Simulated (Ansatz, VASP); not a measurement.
## Cross-check of AlNi between VASP and Ansatz

Wanted: the spread between two codes on one cell, functional and k mesh. The cell is taken from a series of runs on this material, whose earlier steps may have relaxed, scaled, displaced or heated it; both programs get it as it stands.

Method: plane waves, with VASP 6.6.1 beside it; zone-centre phonons at LDA, in Ansatz 0.2.0.

## (1) Starting point

It takes space group Pm-3m (No. 221, cubic). The conventional cell has a = 2.887 Å, b = 2.887 Å, c = 2.887 Å, α = 90.00°, β = 90.00°, γ = 90.00°. Nearest to Al lie 8 Ni at 2.50 Å. Ni has 8 Al at 2.50 Å nearest. Farther neighbours are not listed.

## (2) Ansatz: zone-centre phonons, LDA

Ansatz runs on its PAW soft_1 files.

Second derivatives magnify differences that forces hide, and they need a tight electronic threshold.

input.yaml reads:

```yaml
crystal:
  lattice:
    - [2.8874585012, 0.0, 0.0]
    - [0.0, 2.8874585012, 0.0]
    - [0.0, 0.0, 2.8874585012]
  atoms:
    - { symbol: Al, position: [0.0, 0.0, 0.0] }
    - { symbol: Ni, position: [0.5, 0.5, 0.5] }
kpoints:
  mp_grid: { grid: [16, 16, 16] }
hamiltonian:
  xc: lda
  pseudopotentials: { kind: paw, azcp: { folder: soft_1 }, xc_functional: pbe }
scf:
  occupations: { method: methfessel_paxton, width: 0.2 }
output:
  eigenvalues: true
phonons:
  method: dfpt
```

On the command line:

```
> ansatz run input.yaml --threads 4 --pin off --max-ram 10240MiB --backend cpu --events-out ev --progress --plain --runs-dir out
```

Numbers of over 12 decimals in the logs are rounded to 6 here.

Log:

```text
Engine: ansatz 0.2.0, aarch64-unknown-linux-gnu
Pseudopotentials: kind: paw
Pseudopotential: Al, paw, valence charge 3, recommended cutoff 420 eV (normal), soft_1/Al.paw.azcp
Pseudopotential: Ni, paw, valence charge 18, recommended cutoff 420 eV (normal), soft_1/Ni.paw.azcp
Functional definition: SPW92
  exchange = slater_x
  correlation = pw_c
Crystal: 2 atoms, lattice volume = 24.074 Å³
Basis set: ecut = 420 eV, 461 PW (Γ), exchange–correlation on 40×40×40 points (8 copies of the dense FFT grid, shifted against one another)
Bands: 15, of which v1, the nominal top of the filled ones, is band 11 counted from 1 (10 counted from 0)
Symmetry: 48 space group operations
k-points: 405 of 4096 (irreducible under 8 space group operations, time reversal used)
Non-local potential: Al, projectors of the file, l = 0: 2, l = 1: 2, l = 2: 1
Non-local potential: Ni, projectors of the file, l = 0: 3, l = 1: 2, l = 2: 3, l = 3: 1
PAW form: soft (Blöchl's): semilocal exchange-correlation on the pseudo side does not see the compensation charge
PAW frozen core: Al, regenerated for the run's functional, and the local potential with it (the file was generated under x = pbe(κ = 0.804, μ = 0.219515), c = pbe(β = 0.066725))
PAW frozen core: Ni, regenerated for the run's functional, and the local potential with it (the file was generated under x = pbe(κ = 0.804, μ = 0.219515), c = pbe(β = 0.066725))
PAW one-centre angular grid: Al, 110 points (default); XC on 64 Gauss nodes
PAW one-centre angular grid: Ni, 590 points (default); XC on 64 Gauss nodes
Initial density: superposition of atomic densities (chi_scale 0.1, normalization cell, long waves kept (reshape's long-wave potential 0.00 eV rms))
Initial wavefunctions: pseudopotential atomic-orbital guess
Functional: x = slater, c = lda
SCF iter   1: F=—  HF=-6288.066630 eV  |F-HF|=—  |Δ(HF+E_count)|=         —  Δρ=8.59e-2  dr2=1.80e0  ethr=3.10e-3  ⟨swp⟩=4.0  Hψ=26974  notcnv=0
preconditioner: auto → none  [metal: Δε(μ)=0.044 eV  Ē_g=10.111 eV  σ=0.200 eV  W_gap=0.18  n_scr=6 (ndim 8)  ℏωp=27.3 eV  f_vac=0.000  D(μ)=0.54/eV (n_scr^D=0)  sad-step TF]
SCF iter   2: F=—  HF=-6287.867909 eV  |F-HF|=—  |Δ(HF+E_count)|=   1.99e-1  S|Δr|=    0.00e0  Δρ=6.26e-2  dr2=1.03e0  ethr=3.10e-3  ⟨swp⟩=2.0  Hψ=10915  notcnv=0  defer=102
SCF iter   3: F=—  HF=-6287.653907 eV  |F-HF|=—  |Δ(HF+E_count)|=   2.14e-1  S|Δr|=    0.00e0  Δρ=2.44e-2  dr2=1.30e-1  ethr=3.10e-3  ⟨swp⟩=2.0  Hψ=7801  notcnv=0  defer=102
SCF iter   4: F=—  HF=-6287.631968 eV  |F-HF|=—  |Δ(HF+E_count)|=   2.19e-2  S|Δr|=    0.00e0  Δρ=5.58e-3  dr2=4.51e-3  ethr=6.21e-4  ⟨swp⟩=2.0  Hψ=10665  notcnv=0  defer=94
SCF iter   5: F=—  HF=-6287.631801 eV  |F-HF|=—  |Δ(HF+E_count)|=   1.67e-4  S|Δr|=    0.00e0  Δρ=1.00e-3  dr2=1.22e-4  ethr=2.15e-5  ⟨swp⟩=2.3  Hψ=8119  notcnv=0  defer=94
SCF iter   6: F=—  HF=-6287.631771 eV  |F-HF|=—  |Δ(HF+E_count)|=   2.97e-5  S|Δr|=    0.00e0  Δρ=2.51e-4  dr2=8.81e-6  ethr=5.83e-7  ⟨swp⟩=2.4  Hψ=9483  notcnv=0  defer=94
SCF iter   7: F=—  HF=-6287.631763 eV  |F-HF|=—  |Δ(HF+E_count)|=   8.51e-6  S|Δr|=    0.00e0  Δρ=3.32e-5  dr2=1.76e-7  ethr=4.20e-8  ⟨swp⟩=2.2  Hψ=8075  notcnv=0  defer=94
SCF iter   8: F=—  HF=-6287.631786 eV  |F-HF|=—  |Δ(HF+E_count)|=   2.37e-5  S|Δr|=    0.00e0  Δρ=1.74e-6  dr2=5.14e-10  ethr=8.39e-10  ⟨swp⟩=2.2  Hψ=8359  notcnv=0  defer=94
SCF iter   9: F=-6287.631786 eV  HF=-6287.631786 eV  |F-HF|=4.55e-12  |Δ(HF+E_count)|=  7.19e-11  S|Δr|=    0.00e0  Δρ=1.23e-7  dr2=4.27e-12  ethr=1.00e-12  ⟨swp⟩=5.2  Hψ=29854  notcnv=0
SCF 1 converged in 9 iterations: F = -6287.631786 eV  dr2 = 4.27e-12
  greatest PAW one-centre occupation: 1.001 electrons in one spin orbital (limit 2), on the Ni atom at site 1 (counted from 0), in its partial waves of l = 1
DFPT response loops at Γ: preconditioner auto → Kerker (q_TF=auto, 2.667 Å⁻¹) (partly filled bands, converged f_vac=0.000); β = 1.00, the filter's whole step (`scf.mixing.beta` (0.50) is not read by the response loops under this deck's `scf.mixing.preconditioner`; to damp them name `kerker` or `kerker_dos`, under which they read `scf.mixing.beta`, and type it under 1.00, their step now; both keys bind the ground state too); Broyden in place of MSR1
SCF converged after 9 iterations
Stability not checked: this state was not tested for a lower state beside it, because cold or Methfessel-Paxton smearing, or corrected tetrahedra, fill the levels in a way that the test cannot read (fill_not_monotonic; see scf.lower_state_search)
Free energy (F): -6287.631786 eV
Harris-Foulkes:  -6287.631786 eV  (|F-HF|=4.55e-12)
Internal energy: -6287.632848 eV  (E = F + TS)
E sigma→0 (E₀):  -6287.632052 eV
Entropy (-TS):   0.001062 eV (0.531 meV/atom)
Fermi energy:    13.425238 eV
--- Per-component energies (eV) ---
  E_band       = -343.592801
  E_kinetic    = 368.563921
  E_local      = -3761.654434  (includes V_loc(G=0)·N_el)
  E_nonlocal   = -102.015267
  E_hartree    = 1967.596752
  E_xc         = -151.353389
  E_vxc        = -177.319766  (∫ρ·V_xc dr)
  E_paw        = -2037.412198  (= ΣΔE_a)
  E_vpaw       = -606.361753  (= ΣTr[D̂ρ^β])
  E_aug_tail   = 0.000845  (compensation charges beyond the density's cutoff)
  E_ewald      = -2571.848916
  E_core_change = 0.489838  (= ΣΔE_core)
  E_smearing   = 0.001062  (= −TS)
  E_closure    = -0.000000  (closes the sum)
  Σ components = -6287.631786   (vs F -6287.631786, Δ=0.00e0)
--- Band table (eV; the first three rows and the last of 405) ---
  k-point 0: bands = [... 7 lower, 11.8872, 11.8872, 11.8872, 18.8419, 18.8419, 18.8419, 21.5855, 21.5855]
  k-point 1: bands = [... 7 lower, 11.8556, 11.8556, 11.8906, 18.0771, 18.9364, 18.9364, 21.5896, 22.2713]
  k-point 2: bands = [... 7 lower, 11.7684, 11.7684, 11.9002, 16.7158, 19.2129, 19.2129, 21.6019, 23.3548]
  k-point 404: bands = [... 7 lower, 12.4441, 12.4441, 15.4192, 15.4192, 15.4192, 16.9480, 17.8985, 17.8985]
--- Phonons (Γ-DFPT): 2 representative perturbations + reference, on 405 of 4096 k-points (Σ response iterations 6) ---
  k mesh reduced under 8 symmetry operations, with k and −k counted as one. Each operation leaves every solved perturbation unchanged. A smaller set is not used because it would not reduce the number of displacements times k-points to solve
  ASR residual: 5.266e-5 → 0.000e0 eV/Å²; symmetrization residual: 2.165e-6 eV/Å²
  ASR residual per site (eV/Å²): 4.08e-5 5.27e-5
  Γ frequencies (cm⁻¹): 0.00 0.00 0.00 271.62 271.62 271.62
  non-analytic LO–TO correction: not included (Born effective charges unavailable; polar crystals: no LO–TO splitting at Γ)
```

## (3) VASP: zone-centre phonons, LDA

The same cell, functional (in two slightly different forms), mesh and smearing now go to VASP, with its own data sets.

Lines of VASP's logs that name or quote its potential files are left out, and so is its time.

INCAR reads:

```
SYSTEM = AlNi
PREC = Accurate
ENCUT = 600
EDIFF = 1E-08
NELM = 120
ISMEAR = 1
SIGMA = 0.2
LREAL = .FALSE.
ALGO = Normal
GGA = CA
NBANDS = 12
LASPH = .TRUE.
LORBIT = 11
LWAVE = .FALSE.
LCHARG = .FALSE.
ISIF = 2
IBRION = 8
GGA_COMPAT = .FALSE.
KPAR = 2
```

POSCAR reads:

```
AlNi
1.0
    2.8874585012      0.0000000000      0.0000000000
    0.0000000000      2.8874585012      0.0000000000
    0.0000000000      0.0000000000      2.8874585012
Al Ni
1 1
Direct
    0.0000000000      0.0000000000      0.0000000000
    0.5000000000      0.5000000000      0.5000000000
```

KPOINTS reads:

```
Automatic mesh
0
Gamma
16 16 16
0 0 0
```

The projector-augmented-wave data sets are Al and Ni (LDA family, release 64).

On the command line:

```
> mpirun -np 2 vasp_std
```

Log:

```text
[banner, memory and clock lines left out]
running    2 mpi-ranks, on    1 nodes
 distrk:  each k-point on    1 cores,    2 groups
 distr:  one band on    1 cores,    1 groups

 POSCAR found type information on POSCAR AlNi
 POSCAR found :  2 types and       2 ions
 LDA part: xc-table for (Slater(with rela. corr.)+CA(PZ))
 , standard interpolation
 POSCAR, INCAR and KPOINTS ok, starting setup
 FFT: planning ... GRIDC
 FFT: planning ... GRID_SOFT
 FFT: planning ... GRID
 WAVECAR not read
 entering main loop
       N       E                     dE             d eps       ncg     rms          rms(c)
DAV:   1     0.429517743081E+02    0.42952E+02   -0.61856E+03  4008   0.128E+03
DAV:   2    -0.118260289208E+02   -0.54778E+02   -0.50760E+02  4032   0.206E+02
DAV:   3    -0.135130846946E+02   -0.16871E+01   -0.16681E+01  4848   0.426E+01
DAV:   4    -0.135351246215E+02   -0.22040E-01   -0.22032E-01  4404   0.435E+00
DAV:   5    -0.135357023752E+02   -0.57775E-03   -0.57774E-03  4756   0.785E-01    0.116E+01
DAV:   6    -0.153040324757E+02   -0.17683E+01   -0.46659E+01  4380   0.109E+02    0.150E+01
DAV:   7    -0.121874198730E+02    0.31166E+01   -0.13958E+01  4436   0.657E+01    0.103E+00
DAV:   8    -0.121727872010E+02    0.14633E-01   -0.32548E-01  4860   0.650E+00    0.983E-01
DAV:   9    -0.121578189727E+02    0.14968E-01   -0.47358E-02  4812   0.316E+00    0.171E-01
DAV:  10    -0.121574191392E+02    0.39983E-03   -0.13662E-03  4848   0.550E-01    0.704E-02
DAV:  11    -0.121574191638E+02   -0.24657E-07   -0.50877E-05  5484   0.602E-02    0.217E-02
DAV:  12    -0.121574185413E+02    0.62255E-06   -0.20185E-06  4916   0.228E-02    0.488E-03
DAV:  13    -0.121574182692E+02    0.27205E-06   -0.80076E-07  5992   0.101E-02    0.137E-03
DAV:  14    -0.121574182663E+02    0.28924E-08   -0.58751E-08  4408   0.246E-03
   1 F= -.12157418E+02 E0= -.12157774E+02  d E =0.106683E-02
 Linear response reoptimize wavefunctions to high precision
DAV:   1    -0.121574182654E+02    0.89608E-09   -0.58621E-09  3708   0.111E-03
DAV:   2    -0.121574182654E+02   -0.10004E-10   -0.27392E-10  2284   0.160E-04
 Linear response DOF=           2
 Linear response progress:
  Degree of freedom:   1/  2
       N       E                     dE             d eps       ncg     rms          rms(c)
RMM:   1    -0.564970376585E-02   -0.56497E-02    0.32834E-03 21491   0.633E-01
RMM:   2    -0.539099124711E-02    0.25871E-03   -0.56586E-05 14369   0.224E-01    0.583E-02
RMM:   3    -0.537561376467E-02    0.15377E-04   -0.10045E-04 15755   0.807E-02    0.288E-02
RMM:   4    -0.543516736259E-02   -0.59554E-04   -0.41806E-05 15623   0.495E-02    0.581E-03
RMM:   5    -0.543682028830E-02   -0.16529E-05   -0.31141E-06 16026   0.118E-02    0.144E-03
RMM:   6    -0.543582291186E-02    0.99738E-06   -0.14013E-07 15214   0.325E-03    0.921E-04
RMM:   7    -0.543580225225E-02    0.20660E-07   -0.14577E-08 14748   0.163E-03    0.627E-04
RMM:   8    -0.543591755975E-02   -0.11531E-06   -0.47066E-09 16858   0.480E-04    0.176E-04
RMM:   9    -0.543599672165E-02   -0.79162E-07   -0.68111E-10 17079   0.129E-04    0.761E-06
RMM:  10    -0.543597221005E-02    0.24512E-07   -0.22269E-11 16796   0.417E-05    0.611E-06
RMM:  11    -0.543598007278E-02   -0.78627E-08   -0.16276E-10 16817   0.182E-05    0.843E-07
 first order change of Fermi-energy  -0.11247E-03
 force on displaced ion       1 direction 1 :  -5.098   0.000   0.000
 Linear response progress:
  Degree of freedom:   2/  2
       N       E                     dE             d eps       ncg     rms          rms(c)
RMM:   1    -0.187828201178E+00   -0.18783E+00   -0.10074E-01 14444   0.269E+00
RMM:   2    -0.186470503547E+00    0.13577E-02   -0.16902E-03 14340   0.507E-01    0.122E-01
RMM:   3    -0.186487743789E+00   -0.17240E-04   -0.13769E-04 15395   0.992E-02    0.721E-02
RMM:   4    -0.186862889064E+00   -0.37515E-03   -0.16104E-04 16492   0.980E-02    0.567E-03
RMM:   5    -0.186849827381E+00    0.13062E-04   -0.37429E-06 16533   0.223E-02    0.517E-03
RMM:   6    -0.186844820253E+00    0.50071E-05   -0.51594E-07 14532   0.983E-03    0.238E-03
RMM:   7    -0.186836239221E+00    0.85810E-05   -0.19029E-07 17123   0.341E-03    0.454E-04
RMM:   8    -0.186833353768E+00    0.28855E-05   -0.52740E-09 16996   0.820E-04    0.125E-04
RMM:   9    -0.186832680540E+00    0.67323E-06   -0.30469E-09 17055   0.279E-04    0.260E-05
RMM:  10    -0.186832409754E+00    0.27079E-06   -0.16175E-09 17365   0.110E-04    0.192E-05
RMM:  11    -0.186832442996E+00   -0.33242E-07   -0.18955E-09 16189   0.752E-05    0.266E-06
RMM:  12    -0.186832451285E+00   -0.82889E-08   -0.17684E-09 18055   0.482E-05    0.114E-06
 first order change of Fermi-energy   0.24656E-02
 force on displaced ion       2 direction 1 :  -5.120   0.000  -0.000
 Linear response finished
```

Parts of OUTCAR (step 3):

```text
ion  position               nearest neighbor table
   1  0.000  0.000  0.000-   2 2.50   2 2.50   2 2.50   2 2.50   2 2.50   2 2.50   2 2.50   2 2.50

  LATTYP: Found a simple cubic cell.
 ALAT       =     2.8874585012

 Subroutine GETGRP returns: Found 48 space group operations
 (whereof 48 operations were pure point group operations)

The static configuration has the point symmetry O_h .

 Found    165 irreducible k-points:

   k-points           NKPTS =    165   k-points in BZ     NKDIM =    165   number of bands    NBANDS=     12

   dimension x,y,z NGX =    24 NGY =   24 NGZ =   24
   dimension x,y,z NGXF=    48 NGYF=   48 NGZF=   48

   ENCUT  =  600.0 eV  44.10 Ry    6.64 a.u.   5.77  5.77  5.77*2*pi/ulx,y,z

   NELECT =      13.0000    total number of electrons

 k-points in reciprocal lattice and weights: Automatic mesh
   0.00000000  0.00000000  0.00000000       0.000
   0.06250000  0.00000000  0.00000000       0.001
   0.12500000  0.00000000  0.00000000       0.001
   0.18750000  0.00000000  0.00000000       0.001
   0.25000000  0.00000000  0.00000000       0.001
   0.31250000  0.00000000  0.00000000       0.001
   0.37500000  0.00000000  0.00000000       0.001
   0.43750000  0.00000000  0.00000000       0.001
   0.50000000  0.00000000  0.00000000       0.001
[...]
0.50000000  0.50000000  0.43750000       0.001
   0.50000000  0.50000000  0.50000000       0.000

 average (electrostatic) potential at core
       1 -68.5126       2 -81.5913

  Total       -1.3927194     -1.3927194     -1.3927194      0.0000000      0.0000000     -0.0000000
  in kB      -92.6887348    -92.6887348    -92.6887348      0.0000000      0.0000000     -0.0000000
  external PRESSURE =     -92.6887348 kB  Pullay stress =       0.0000000 kB

  energy-cutoff  :      600.00
  volume of cell :       24.07
      direct lattice vectors                 reciprocal lattice vectors
     2.887458501  0.000000000  0.000000000     0.346325324  0.000000000  0.000000000
     0.000000000  2.887458501  0.000000000     0.000000000  0.346325324  0.000000000
     0.000000000  0.000000000  2.887458501     0.000000000  0.000000000  0.346325324

 POSITION                                       TOTAL-FORCE (eV/Angst)
 -----------------------------------------------------------------------------------
      0.00000      0.00000      0.00000         0.000000      0.000000      0.000000
      1.44373      1.44373      1.44373         0.000000      0.000000      0.000000
 -----------------------------------------------------------------------------------
    total drift:                                0.000000      0.000000     -0.000000

 Eigenvectors and eigenvalues of the dynamical matrix
 ----------------------------------------------------

   1 f  =    8.215514 THz    51.619597 2PiTHz  274.040051 cm-1    33.976621 meV
             X         Y         Z           dx          dy          dz
      0.000000  0.000000  0.000000    -0.000000   -0.000000   -0.827115
      1.443729  1.443729  1.443729    -0.000000   -0.000000    0.562033

   2 f  =    8.215514 THz    51.619597 2PiTHz  274.040051 cm-1    33.976621 meV
             X         Y         Z           dx          dy          dz
      0.000000  0.000000  0.000000    -0.000000    0.827115    0.000000
      1.443729  1.443729  1.443729    -0.000000   -0.562033    0.000000

   3 f  =    8.215514 THz    51.619597 2PiTHz  274.040051 cm-1    33.976621 meV
             X         Y         Z           dx          dy          dz
      0.000000  0.000000  0.000000     0.827115    0.000000    0.000000
      1.443729  1.443729  1.443729    -0.562033    0.000000    0.000000

   4 f/i=    0.008339 THz     0.052397 2PiTHz    0.278168 cm-1     0.034488 meV
             X         Y         Z           dx          dy          dz
      0.000000  0.000000  0.000000     0.281016   -0.397417   -0.281016
      1.443729  1.443729  1.443729     0.413557   -0.584859   -0.413557

   5 f/i=    0.008339 THz     0.052397 2PiTHz    0.278168 cm-1     0.034488 meV
             X         Y         Z           dx          dy          dz
      0.000000  0.000000  0.000000    -0.281016   -0.397417    0.281016
      1.443729  1.443729  1.443729    -0.413558   -0.584858    0.413558

   6 f/i=    0.008339 THz     0.052397 2PiTHz    0.278168 cm-1     0.034488 meV
             X         Y         Z           dx          dy          dz
      0.000000  0.000000  0.000000     0.397417   -0.000000    0.397417
      1.443729  1.443729  1.443729     0.584859   -0.000000    0.584859

 ELASTIC MODULI CONTR FROM IONIC RELAXATION (kBar)
 Direction    XX          YY          ZZ          XY          YZ          ZX
 --------------------------------------------------------------------------------
 XX           0.0000      0.0000      0.0000      0.0000      0.0000      0.0000
 YY           0.0000      0.0000      0.0000      0.0000      0.0000      0.0000
 ZZ           0.0000      0.0000      0.0000      0.0000      0.0000      0.0000
 XY           0.0000      0.0000      0.0000      0.0000      0.0000      0.0000
 YZ           0.0000      0.0000      0.0000      0.0000      0.0000      0.0000
 ZX           0.0000      0.0000      0.0000      0.0000      0.0000      0.0000
 --------------------------------------------------------------------------------
```

This run has no spin polarisation, so a moment on Ni, if there is one, isn't seen. Its electron count is odd, so without a moment it is a metal by construction.

## (4) Differences

Known differences besides the potentials themselves: the two LDA forms differ slightly; the data sets hold 21 valence electrons in Ansatz (on its PAW soft_1 files) and 13 in VASP; the cutoff is 420 eV in Ansatz and 600 eV in VASP; VASP's log shows a relativistic correction to its local exchange, Ansatz's none. Total energies have different zeros and are not compared.

Compared:

| quantity | Ansatz | VASP | difference |
| --- | --- | --- | --- |
| optical mode 1 to 3 (cm⁻¹) | 271.6 | 274.0 | -0.88 % |

Modes are paired by rising frequency, not by their patterns, so a pair may set unlike modes beside each other; they are those without the splitting of longitudinal modes.

## (5) Results

```json
{
 "r.m.s. difference of the optical zone-centre modes, each program's sorted by frequency (zone-centre phonons, LDA)": "2.4 cm⁻¹",
 "difference in optical mode 1 to 3 (zone-centre phonons, LDA)": "-0.9 %"
}
```

The r.m.s. difference of the optical zone-centre modes, each program's sorted by frequency is 2.4 cm⁻¹ (zone-centre phonons, LDA). The data sets hold unlike numbers of valence electrons (21 in Ansatz and 13 in VASP), so part of the differences comes from the potentials. Among the rows given in per cent, the largest difference of the zone-centre phonons, LDA pair is in optical mode 1 to 3, -0.9 %. How closely two codes agree says nothing of how well the functional describes the real material.

[Lines on the potential files, build, host, timing and source positions are cut from VASP's logs without a mark.]

[Logs are printed without paths, hosts, clocks, repeated set-up lines and the standing remarks that a program may print on its own settings, such as how far it seeks lower states.]

[Hosts, paths, dates, database ids (printed as entryN), source tags and the programs' standing remarks are cut or masked in the printed files.]
